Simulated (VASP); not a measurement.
Computed with r2SCAN meta-GGA, VASP's PBE PAW potentials (set 64) (plane waves; VASP).

Input for VASP

**POSCAR**
```
PrMg3
1
    0.0000000000     3.6358222049     3.6358222049
    3.6358222049     0.0000000000     3.6358222049
    3.6358222049     3.6358222049     0.0000000000
Pr Mg
1 3
Direct
  0.0000000000   0.0000000000   0.0000000000
  0.5000000000   0.5000000000   0.5000000000
  0.7500000000   0.7500000000   0.7500000000
  0.2500000000   0.2500000000   0.2500000000
```

### INCAR
```
ALGO = Normal
EDIFF = 1E-7
ENCUT = 480
ISIF = 2
ISMEAR = 1
LASPH = .TRUE.
LCHARG = .FALSE.
LMAXMIX = 6
LMIXTAU = .TRUE.
LREAL = .FALSE.
LWAVE = .FALSE.
METAGGA = R2SCAN
NELM = 100
PREC = Accurate
SIGMA = 0.1
SYSTEM = PrMg3
```

**KPOINTS**
```
Automatic mesh
0
Gamma
8 8 8
0 0 0
```

POTCAR, in this order: Pr_3 Mg (PBE.64 set). Program: vasp_std.

The 4f electrons are frozen in the core of the lanthanide potential, so 4f levels, which can set the real gap, and their magnetism are missing.

What does the run give for the energy per atom (σ→0), pressure, band gap (on the k-mesh)?

The energy per atom (σ→0) is -1021.9 kJ/mol-atom, the band gap (on the k-mesh) comes out as none (metal, semimetal or under 0.01 eV) and the pressure is 2.80 GPa.

OSZICAR:
```
...
DAV:  18    -0.423640350431E+02    0.18146E-04   -0.20472E-05   824   0.408E-02    0.104E-02
DAV:  19    -0.423640302623E+02    0.47808E-05   -0.12140E-05   984   0.252E-02    0.499E-03
DAV:  20    -0.423640301022E+02    0.16011E-06   -0.13062E-06  1052   0.932E-03    0.302E-03
DAV:  21    -0.423640298948E+02    0.20736E-06   -0.13344E-06   760   0.107E-02    0.102E-03
DAV:  22    -0.423640300253E+02   -0.13051E-06   -0.64024E-07   936   0.501E-03    0.408E-04
DAV:  23    -0.423640301259E+02   -0.10059E-06   -0.26622E-08   400   0.164E-03    0.201E-04
DAV:  24    -0.423640302239E+02   -0.97978E-07   -0.40120E-09   400   0.782E-04
   1 F= -.42364030E+02 E0= -.42363026E+02  d E =-.301284E-02
```

The structure comes from a computed database's PrMg3 entry (Fm-3m); how it stands against other phases isn't given here. This cell was strained or had an atom moved on purpose. The electron count is odd and the run is not spin-polarised, which forces a metal.
